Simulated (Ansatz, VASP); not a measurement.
**One calculation of CeC, two programs**

```
Ce C
1.0
     3.01396    0.00000    0.00000
     0.00000    3.01396    0.00000
     0.00000    0.00000    3.01396
Ce C
1 1
Direct
  0.00000 0.00000 0.00000
  0.50000 0.50000 0.50000
```

Alike in both runs: task single point; functional PBEsol; k mesh 10 × 10 × 10; occupations gaussian, width 0.05 eV; no spin polarisation.

|  | VASP | Ansatz |
| --- | --- | --- |
| version | VASP 6.6.1 | Ansatz 0.2.0 |
| potentials or method | VASP PAW PBE potentials, release 64 (Ce, C) | scalar-relativistic, plane waves, PAW |
| plane-wave cutoff (eV) | 520 | 420 |
| valence electrons in the cell | 16 | 16 |

|  | VASP | Ansatz | Ansatz less VASP |
| --- | --- | --- | --- |
| gap on the k mesh at the Fermi level (eV) | none | none | - |
| pressure (GPa) | 6.1 | 6.1 | +0.03 |

A gap of «none» marks a metal or a gap that the smearing closes.

Caveats: the PAW data sets were made with another functional, which shifts forces and pressure a little (VASP); without U or exact exchange the open f shell lies at the Fermi level, which spoils levels, moments and volumes. Spin polarisation is off, so any magnetic state and its effect on volume and gap are missing. Spin-orbit coupling is left out, which matters for the levels of Ce.
